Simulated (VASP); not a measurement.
```xyz
2
Lattice="0.0000 3.3479 3.3479 3.3479 0.0000 3.3479 3.3479 3.3479 0.0000" Properties=species:S:1:pos:R:3 pbc="T T T"
Sr     0.0000     0.0000     0.0000
Te     3.3479     3.3479     3.3479
```

The numbers are results of revTPSS meta-GGA, VASP's PBE PAW potentials (set 64) (plane waves; VASP 6.6.1), not measurements. Numerical set-up: 520 eV cut-off, 8×8×8 Γ-centred mesh, tetrahedra with Blöchl corrections, potentials Sr_sv Te.

Unless said otherwise, spin-orbit coupling is left out, though it shifts the bands of the heavy elements here.

**Question.** Give the energies of bands 6 to 11 at the high-symmetry points, in eV from the valence-band maximum.

**Answer.** 
| band | Γ | X | U | L | W |
|---|---|---|---|---|---|
| 6 | 0.00 | -2.02 | -1.82 | -2.82 | -1.60 |
| 7 | 0.00 | -0.75 | -1.74 | -1.07 | -1.60 |
| 8 | 0.00 | -0.75 | -0.95 | -1.07 | -1.48 |
| 9 | 3.04 | 1.79 | 2.91 | 3.91 | 4.05 |
| 10 | 3.45 | 4.18 | 5.20 | 5.33 | 4.05 |
| 11 | 3.45 | 5.13 | 5.68 | 5.56 | 4.76 |

The gap is indirect, 1.79 eV, from the valence maximum at Γ to the conduction minimum at X.

The compound is SrTe in the rock salt structure. It was relaxed first.
